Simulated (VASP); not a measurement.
# ZrAl3B3N (P3m1) in VASP: notebook

The runs below take ZrAl3B3N through relaxation of cell and atoms, single point, with PBE, r2SCAN.

All numbers are computed with VASP 6.6.1; they aren't measurements. Logs are shortened: lines on timing, memory, paths and dates and some standing lists are left out, and cuts for length are marked.

## Step 1: Starting point

Symmetry: P3m1, No. 156, trigonal system. The conventional cell has a = 3.087 Å, b = 3.087 Å, c = 10.878 Å, α = 90.00°, β = 90.00°, γ = 120.00°. Zr (site symmetry 3m) has 9 B at 2.37 to 2.62 Å as nearest neighbours. Al (site symmetry 3m) is surrounded by 3 N at 2.14 Å and 6 B at 2.37 to 2.45 Å. Al (site symmetry 3m) has 3 N at 2.16 Å as nearest neighbours. Al (site symmetry 3m) has 3 B at 2.13 Å as nearest neighbours. B (site symmetry 3m) is surrounded by 3 B at 1.79 Å. B (site symmetry 3m) is surrounded by 3 B at 1.79 Å. B (site symmetry 3m) has 3 Al at 2.13 Å and 3 Zr at 2.37 Å as nearest neighbours. N (site symmetry 3m) is surrounded by 6 Al at 2.14 to 2.16 Å.

The cell was built by a generator and needn't be a form met in nature.

## Step 2: Relaxation of cell and atoms, PBE

INCAR

```
SYSTEM = ZrAl3B3N
PREC = Accurate
ENCUT = 520
EDIFF = 1E-6
ISMEAR = 0
SIGMA = 0.1
LREAL = .False.
LASPH = .True.
NELM = 120
ALGO = Normal
ISIF = 3
LWAVE = .False.
LCHARG = .False.
GGA = PE
IBRION = 2
NSW = 90
EDIFFG = -0.01
KPAR = 4
```

KPOINTS

```
regular mesh
0
Gamma
  12 12 4
  0 0 0
```

POSCAR

```
ZrAl3B3N
1.0
    3.0866929600      0.0000000000      0.0000000000
   -1.5433464800      2.6731545100      0.0000000000
    0.0000000000      0.0000000000     10.8780000000
Zr Al B N
1 3 3 1
Direct
    0.6666666700      0.3333333300      0.9934730600
    0.6666666700      0.3333333300      0.3143041000
    0.0000000000      0.0000000000      0.5351167500
    0.3333333300      0.6666666700      0.7434271000
    0.0000000000      0.0000000000      0.1703438100
    0.3333333300      0.6666666700      0.1597720200
    0.0000000000      0.0000000000      0.8498804900
    0.3333333300      0.6666666700      0.4236992100
```

Potentials or basis: VASP PAW PBE potentials, release 64 (Zr_sv, Al, B, N).

On the command line:

```console
$ cat potpaw_PBE.64/Zr_sv/POTCAR potpaw_PBE.64/Al/POTCAR potpaw_PBE.64/B/POTCAR potpaw_PBE.64/N/POTCAR > POTCAR
$ mpirun -np 4 vasp_std > vasp.out
```

OUTCAR:

```text
SYSTEM = ZrAl3B3N
   PREC = Accurate
   ENCUT = 520
   EDIFF = 1E-6
   ISMEAR = 0
   LREAL = .False.
   LASPH = .True.
   NELM = 120
   ISIF = 3
   GGA = PE
   IBRION = 2
   NSW = 90
   EDIFFG = -0.01

 ion  position               nearest neighbor table
   1  0.667  0.333  0.993-   7 2.37   7 2.37   7 2.37   6 2.54   6 2.54   6 2.54   5 2.62   5 2.62
                             5 2.62   4 3.25   4 3.25   4 3.25   2 3.49
   2  0.667  0.333  0.314-   8 2.14   8 2.14   8 2.14   5 2.37   5 2.37   5 2.37   6 2.45   6 2.45
                             6 2.45   3 2.99   3 2.99   3 2.99   1 3.49
   3  0.000  0.000  0.535-   8 2.16   8 2.16   8 2.16   4 2.88   4 2.88   4 2.88   2 2.99   2 2.99
                             2 2.99
   4  0.333  0.667  0.743-   7 2.13   7 2.13   7 2.13   3 2.88   3 2.88   3 2.88   1 3.25   1 3.25
                             1 3.25
   5  0.000  0.000  0.170-   6 1.79   6 1.79   6 1.79   2 2.37   2 2.37   2 2.37   1 2.62   1 2.62
                             1 2.62
   6  0.333  0.667  0.160-   5 1.79   5 1.79   5 1.79   2 2.45   2 2.45   2 2.45   1 2.54   1 2.54
                             1 2.54
   7  0.000  0.000  0.850-   4 2.13   4 2.13   4 2.13   1 2.37   1 2.37   1 2.37
   8  0.333  0.667  0.424-   2 2.14   2 2.14   2 2.14   3 2.16   3 2.16   3 2.16

  LATTYP: Found a hexagonal cell.
 ALAT       =     3.0866929600
 C/A-ratio  =     3.5241600447

  Lattice vectors:

 A1 = (   3.0866929600,   0.0000000000,   0.0000000000)
 A2 = (  -1.5433464800,   2.6731545100,   0.0000000000)
 A3 = (   0.0000000000,   0.0000000000,  10.8780000000)

Analysis of symmetry for initial positions (statically):
=====================================================================
 Subroutine PRICEL returns:
 Original cell was already a primitive cell.

 Routine SETGRP: Setting up the symmetry group for a
 hexagonal supercell.

 Subroutine GETGRP returns: Found  6 space group operations
 (whereof  6 operations were pure point group operations)
 out of a pool of 24 trial point group operations.

The static configuration has the point symmetry C_3v.

Analysis of symmetry for dynamics (positions and initial velocities):
=====================================================================
 Subroutine PRICEL returns:
 Original cell was already a primitive cell.

 Routine SETGRP: Setting up the symmetry group for a
 hexagonal supercell.

 Subroutine GETGRP returns: Found  6 space group operations
 (whereof  6 operations were pure point group operations)
 out of a pool of 24 trial point group operations.

The dynamic configuration has the point symmetry C_3v.

 Subroutine INISYM returns: Found  6 space group operations
 (whereof  6 operations are pure point group operations),
 and found     1 'primitive' translations

----------------------------------------------------------------------------------------

                                     Primitive cell

  volume of cell :      89.7566

  direct lattice vectors                    reciprocal lattice vectors
     3.086692960  0.000000000  0.000000000     0.323971322  0.187044931  0.000000000
    -1.543346480  2.673154510  0.000000000     0.000000000  0.374089861  0.000000000
     0.000000000  0.000000000 10.878000000     0.000000000  0.000000000  0.091928663

  length of vectors
     3.086692960  3.086692954 10.878000000     0.374089861  0.374089861  0.091928663

  position of ions in fractional coordinates (direct lattice)
     0.666666670  0.333333330  0.993473060
     0.666666670  0.333333330  0.314304100
     0.000000000  0.000000000  0.535116750
     0.333333330  0.666666670  0.743427100
     0.000000000  0.000000000  0.170343810
     0.333333330  0.666666670  0.159772020
     0.000000000  0.000000000  0.849880490
     0.333333330  0.666666670  0.423699210

  ion indices of the primitive-cell ions
   primitive index   ion index
                 1           1
                 2           2
                 3           3
                 4           4
                 5           5
                 6           6
                 7           7
                 8           8

----------------------------------------------------------------------------------------

 KPOINTS: regular mesh

Automatic generation of k-mesh.
 Grid dimensions read from file:
 generate k-points for:   12   12    4

 Generating k-lattice:

  Cartesian coordinates                     Fractional coordinates (reciprocal lattice)
     0.026997610  0.015587078  0.000000000     0.083333333  0.000000000  0.000000000
     0.000000000  0.031174155  0.000000000     0.000000000  0.083333333  0.000000000
     0.000000000  0.000000000  0.022982166     0.000000000  0.000000000  0.250000000

  Length of vectors
     0.031174155  0.031174155  0.022982166

  Shift w.r.t. Gamma in fractional coordinates (k-lattice)
     0.000000000  0.000000000  0.000000000

 Subroutine IBZKPT returns following result:
 ===========================================

 Found     69 irreducible k-points:

 Following reciprocal coordinates:
            Coordinates               Weight
  0.000000  0.000000  0.000000      1.000000
  0.083333  0.000000  0.000000      6.000000
  0.166667  0.000000  0.000000      6.000000
  0.250000  0.000000  0.000000      6.000000
  0.333333  0.000000  0.000000      6.000000
  0.416667  0.000000  0.000000      6.000000
[... 16 lines left out ...]
  0.166667  0.000000  0.250000      6.000000
  0.000000  0.166667  0.250000      6.000000
 [... further k-points ...]
   k-points           NKPTS =     69   k-points in BZ     NKDIM =     69   number of bands    NBANDS=     22
   number of dos      NEDOS =    301   number of ions     NIONS =      8
   total plane-waves  NPLWV =  48384
   dimension x,y,z NGX =    24 NGY =   24 NGZ =   84
   dimension x,y,z NGXF=    48 NGYF=   48 NGZF=  168
   ions per type =               1   3   3   1
   NGX,Y,Z   is equivalent  to a cutoff of  12.93, 12.93, 12.84 a.u.
   NGXF,Y,Z  is equivalent  to a cutoff of  25.85, 25.85, 25.68 a.u.
 SYSTEM =  ZrAl3B3N
   PREC   = accura    normal or accurate (medium, high low for compatibility)
   ISTART =      0    job   : 0-new  1-cont  2-samecut
   ICHARG =      2    charge: 1-file 2-atom 10-const
   ISPIN  =      1    spin polarized calculation?
   LNONCOLLINEAR =      F non collinear calculations
   LSORBIT =      F    spin-orbit coupling
   LASPH  =      T    aspherical Exc in radial PAW
   ENCUT  =  520.0 eV  38.22 Ry    6.18 a.u.   5.74  5.74 20.23*2*pi/ulx,y,z
   NELM   =    120;   NELMIN=  2; NELMDL= -5     # of ELM steps
   EDIFF  = 0.1E-05   stopping-criterion for ELM
   LREAL  =      F    real-space projection
   EDIFFG = -.1E-01   stopping-criterion for IOM
   NSW    =     90    number of steps for IOM
   IBRION =      2    ionic relax: 0-MD 1-quasi-New 2-CG
   NFREE  =      1    steps in history (QN), initial steepest desc. (CG)
   ISIF   =      3    stress and relaxation
   ISYM   =      2    0-nonsym 1-usesym 2-fastsym
   POTIM  = 0.5000    time-step for ionic-motion
   TEBEG  =    0.0;   TEEND  =   0.0 temperature during run
   PSTRESS=    0.0 pullay stress
   NELECT =      35.0000    total number of electrons
   NUPDOWN=      -1.0000    fix difference up-down
   EMIN   =  10.00;   EMAX   =-10.00  energy-range for DOS
   EFERMI =   0.00;   METHOD = LEGACY
   ISMEAR =     0;   SIGMA  =   0.10  broadening in eV -4-tet -1-fermi 0-gaus
   EFERMI_NEDOS =   21; number of points for ismear=-14 and -15
   IALGO  =     38    algorithm
   IMIX   =      4    mixing-type and parameters
     AMIX     =   0.40;   BMIX     =  1.00
     AMIX_MAG =   1.60;   BMIX_MAG =  1.00
  volume/ion in A,a.u.               =      11.22        75.71
  Fermi-wavevector in a.u.,A,eV,Ry     =   1.196030  2.260169 19.462961  1.430487
  Thomas-Fermi vector in A             =   2.331980
   LORBIT       =      0    0 simple, 1 ext, 2 COOP (PROOUT), +10 PAW based schemes
   GGA     = PE    functional components
   LHFCALC =     F    Hartree Fock is set to
   AEXX    =    0.0000 exact exchange contribution
   IVDW    =     0    specifies the selected vdW correction
   LEPSILON=     F    determine dielectric tensor
   LRPA    =     F    only Hartree local field effects (RPA)
 conjugate gradient relaxation of ions
 non-spin polarized calculation
 Gauss-broadening in eV      SIGMA  =   0.10
  energy-cutoff  :      520.00
  volume of cell :       89.76
 maximum number of plane-waves:      2434
 NGX is ok and might be reduce to    24
   NGX = 11   NGY = 11   NGZ = 41

--------------------------------------- Ionic step        1  -------------------------------------------

 number of electron      34.9999999 magnetization

 Free energy of the ion-electron system (eV)
  ---------------------------------------------------
  ext. energy  EPLUGINS =         0.00000000
  ---------------------------------------------------
  free energy    TOTEN  =       -50.05995595 eV

  energy without entropy =      -50.04340879  energy(sigma->0) =      -50.05168237

------------------------ aborting loop because EDIFF is reached ----------------------------------------

  FORCE on cell =-STRESS in cart. coord.  units (eV):
  Direction    XX          YY          ZZ          XY          YZ          ZX
  --------------------------------------------------------------------------------------
  -------------------------------------------------------------------------------------
  Total       -0.0050768     -0.0050768      0.0847661      0.0000000      0.0000000      0.0000000
  in kB       -0.0906227     -0.0906227      1.5130957      0.0000000      0.0000000      0.0000000
  external PRESSURE =       0.4439501 kB  Pullay stress =       0.0000000 kB
[... 107 lines left out ...]
  FREE ENERGIE OF THE ION-ELECTRON SYSTEM (eV)
  ---------------------------------------------------
  free  energy   TOTEN  =       -50.0638248981 eV

  energy  without entropy=      -50.0466953001  energy(sigma->0) =      -50.05526010

[... ionic steps 4 to 28 ...]

--------------------------------------- Ionic step       29  -------------------------------------------

 number of electron      35.0000000 magnetization

------------------------ aborting loop because EDIFF is reached ----------------------------------------

  FORCE on cell =-STRESS in cart. coord.  units (eV):
  Direction    XX          YY          ZZ          XY          YZ          ZX
  --------------------------------------------------------------------------------------
  -------------------------------------------------------------------------------------
  Total       -0.0113349     -0.0113349     -0.0076825      0.0000000      0.0000000      0.0000000
  in kB       -0.2016936     -0.2016936     -0.1367021      0.0000000      0.0000000      0.0000000
  external PRESSURE =      -0.1800298 kB  Pullay stress =       0.0000000 kB
[... 69 lines left out ...]
  energy  without entropy=      -50.1084049453  energy(sigma->0) =      -50.11346343

--------------------------------------- Ionic step       31  -------------------------------------------

 number of electron      35.0000000 magnetization

 Free energy of the ion-electron system (eV)
  ---------------------------------------------------
  ext. energy  EPLUGINS =         0.00000000
  ---------------------------------------------------
  free energy    TOTEN  =       -50.11856169 eV

  energy without entropy =      -50.10846419  energy(sigma->0) =      -50.11351294

 E-fermi :   9.1054     XC(G=0): -11.3900

 val. band max:        9.0598713812   @ k =   0.3333   0.2500   0.0000
 cond. band min:       9.1173466757   @ k =   0.3333   0.1667   0.2500
 fundamental gap:      0.0574752945
 Fermi energy:         9.1053545515

 k-point     1 :       0.0000    0.0000    0.0000
  band No.  band energies     occupation
      1     -39.2405      2.00000
      2     -17.5531      2.00000
      3     -16.6436      2.00000
      4     -16.6436      2.00000
      5      -8.4047      2.00000
      6      -4.2846      2.00000
[... 574 lines left out ...]
      6      -3.8247      2.00000
[... 14 lines left out ...]
     21      12.3911      0.00000
     22      13.0562      0.00000

 [... further k-points ...]
[... 5 lines left out ...]
  --------------------------------------------------------------------------------------
  -------------------------------------------------------------------------------------
  Total        0.0128608      0.0128608      0.0212090      0.0000000      0.0000000      0.0000000
  in kB        0.2290149      0.2290149      0.3776714      0.0000000      0.0000000      0.0000000
  external PRESSURE =       0.2785671 kB  Pullay stress =       0.0000000 kB
[... 23 lines left out ...]
  FREE ENERGIE OF THE ION-ELECTRON SYSTEM (eV)
  ---------------------------------------------------
  free  energy   TOTEN  =       -50.1185616887 eV

  energy  without entropy=      -50.1084641853  energy(sigma->0) =      -50.11351294

 reached required accuracy - stopping structural energy minimisation
```

It took 6.8 min on 4 MPI ranks of AMD EPYC 9R45 (Zen 5), shared host; peak memory 0.3 GiB.

Results:

- Free energy: -50.1186 eV
- Relaxed volume: 11.25 Å³/atom
- Relaxed cell: a = 3.017 Å, b = 3.017 Å, c = 11.414 Å, α = 90.00°, β = 90.00°, γ = 120.00°
- Space group after relaxing (to 0.05 Å): P3m1 (No. 156)
- Energy gained by relaxing: 7.3 meV/atom
- Ionic steps: 31
- Pressure after relaxing: 0.0 GPa
- Largest force after relaxing: 0.009 eV/Å
- Band gap on the k mesh: none (metal or under the smearing width)

Forces in eV/Å, atoms in the order of the input:
```
Zr   0.000  0.000 -0.006
Al   0.000  0.000  0.006
Al   0.000  0.000  0.009
Al   0.000  0.000 -0.003
B    0.000  0.000 -0.008
B    0.000  0.000  0.007
B    0.000  0.000 -0.005
N    0.000  0.000  0.000
```

The path:
```csv
step,energy change (eV),largest force (eV/Å),pressure (GPa),volume (Å³)
1,0.0000,0.2381,0.04,89.76
2,-0.0035,0.1004,0.00,89.80
3,-0.0039,0.0926,-0.01,89.81
4,-0.0049,0.0581,0.04,89.82
5,-0.0060,0.1128,0.18,89.83
6,-0.0068,0.1202,0.07,89.90
7,-0.0090,0.1443,-0.24,90.12
8,-0.0129,0.2078,-0.87,90.56
9,-0.0067,0.3683,-2.06,91.43
10,-0.0137,0.2490,-1.18,90.78
11,-0.0140,0.2534,-1.19,90.78
12,-0.0147,0.2665,-1.21,90.81
13,-0.0157,0.2921,-1.24,90.85
14,-0.0163,0.3386,-1.27,90.94
15,-0.0183,0.3340,-1.09,90.84
16,-0.0232,0.3197,-0.53,90.54
17,-0.0285,0.2914,0.63,89.94
18,-0.0289,0.2815,1.06,89.71
19,-0.0332,0.2215,0.93,89.77
20,-0.0424,0.2256,0.52,89.94
21,-0.0424,0.3071,-0.16,90.27
22,-0.0458,0.2670,0.18,90.10
23,-0.0504,0.2223,-0.22,90.27
24,-0.0530,0.1644,-0.80,90.52
25,-0.0567,0.1272,-0.30,90.21
26,-0.0573,0.1046,0.00,90.03
27,-0.0582,0.0473,0.00,90.04
28,-0.0582,0.0432,-0.01,90.05
29,-0.0584,0.0327,-0.02,90.04
30,-0.0586,0.0193,-0.05,90.03
31,-0.0586,0.0087,0.03,89.97
```

Final structure:
```cif
data_structure
_symmetry_space_group_name_H-M 'P 1'
_symmetry_Int_Tables_number 1
_cell_length_a 3.0170
_cell_length_b 3.0170
_cell_length_c 11.4140
_cell_angle_alpha 90.000
_cell_angle_beta 90.000
_cell_angle_gamma 120.000
_cell_volume 89.97
loop_
_atom_site_label
_atom_site_type_symbol
_atom_site_fract_x
_atom_site_fract_y
_atom_site_fract_z
_atom_site_occupancy
Zr1 Zr 0.66667 0.33333 0.01058 1
Al1 Al 0.66667 0.33333 0.31395 1
Al2 Al 0.00000 0.00000 0.52534 1
Al3 Al 0.33333 0.66667 0.73030 1
B1 B 0.00000 0.00000 0.17579 1
B2 B 0.33333 0.66667 0.16582 1
B3 B 0.00000 0.00000 0.84920 1
N1 N 0.33333 0.66667 0.41903 1
```

## Step 3: Relaxation of cell and atoms, PBE

This run uses another cell than the first one, of 11.25 Å³/atom, 1.002 times its volume.

INCAR: that of step 2 with these lines changed.

```diff
@@ -3,3 +3,3 @@
 ENCUT = 520
-EDIFF = 1E-6
+EDIFF = 1E-7
 ISMEAR = 0
@@ -15,4 +15,5 @@
 IBRION = 2
-NSW = 90
-EDIFFG = -0.01
+NSW = 60
+EDIFFG = -0.005
+POTIM = 0.3
 KPAR = 4
```

KPOINTS is that of step 2.

POSCAR

```
ZrAl3B3N                                
1.0
    3.0169837908     -0.0000000000      0.0000000000
   -1.5084918954      2.6127845991      0.0000000000
   -0.0000000000     -0.0000000000     11.4140398873
  Zr              Al              B               N             
     1     3     3     1
Direct
     0.6666666699999979    0.3333333300000021    0.0105833903864014
     0.6666666699999979    0.3333333300000021    0.3139548290234324
     0.0000000000000000    0.0000000000000000    0.5253351604018712
     0.3333333300000021    0.6666666699999979    0.7303020898639120
     0.0000000000000000    0.0000000000000000    0.1757916810579878
     0.3333333300000021    0.6666666699999979    0.1658174120399576
     0.0000000000000000    0.0000000000000000    0.8492014906637358
     0.3333333300000021    0.6666666699999979    0.4190304865626966
```

Potentials or basis: VASP PAW PBE potentials, release 64 (Zr_sv, Al, B, N).

On the command line:

```console
$ cat potpaw_PBE.64/Zr_sv/POTCAR potpaw_PBE.64/Al/POTCAR potpaw_PBE.64/B/POTCAR potpaw_PBE.64/N/POTCAR > POTCAR
$ mpirun -np 4 vasp_std > vasp.out
```

It took 62 s on 4 MPI ranks of AMD EPYC 9R45 (Zen 5), shared host; peak memory 0.3 GiB.

It converged, with:

- Free energy: -50.1190 eV
- Relaxed volume: 11.25 Å³/atom
- Relaxed cell: a = 3.017 Å, b = 3.017 Å, c = 11.416 Å, α = 90.00°, β = 90.00°, γ = 120.00°
- Space group after relaxing (to 0.05 Å): P3m1 (No. 156)
- Energy gained by relaxing: 0.0 meV/atom
- Ionic steps: 4
- Pressure after relaxing: 0.0 GPa
- Largest force after relaxing: 0.004 eV/Å
- Band gap on the k mesh: none (metal or under the smearing width)

Forces on the atoms (eV/Å):
```
Zr   0.000  0.000 -0.001
Al   0.000  0.000  0.003
Al   0.000  0.000  0.004
Al   0.000  0.000 -0.001
B    0.000  0.000 -0.003
B    0.000  0.000  0.001
B    0.000  0.000 -0.003
N    0.000  0.000  0.000
```

Final structure:
```
Zr Al B N
1.0
     3.01725    0.00000    0.00000
    -1.50862    2.61301    0.00000
     0.00000    0.00000   11.41619
Zr Al B N
1 3 3 1
Direct
  0.66667 0.33333 0.01055
  0.66667 0.33333 0.31400
  0.00000 0.00000 0.52538
  0.33333 0.66667 0.73029
  0.00000 0.00000 0.17574
  0.33333 0.66667 0.16585
  0.00000 0.00000 0.84917
  0.33333 0.66667 0.41903
```

Levels at points of the mesh, in eV from the Fermi level:
```csv
k point,band 13,band 14,band 15,band 16,band 17,band 18,band 19,band 20,band 21,band 22
"(0.00, 0.00, 0.00)",-2.82,-1.16,-1.16,-0.40,1.62,1.62,1.80,2.66,2.66,4.27
"(0.50, 0.00, 0.00)",-3.64,-3.56,-3.25,-2.49,-1.60,-0.27,0.72,0.82,2.23,3.14
"(0.00, 0.00, 0.50)",-1.88,-1.23,-1.16,-1.16,1.62,1.62,2.00,2.66,2.66,4.27
"(0.50, 0.00, 0.50)",-3.94,-3.62,-3.56,-2.12,-1.18,-0.55,0.76,0.81,2.14,2.68
```

(Part 1 of 2 ends here.)
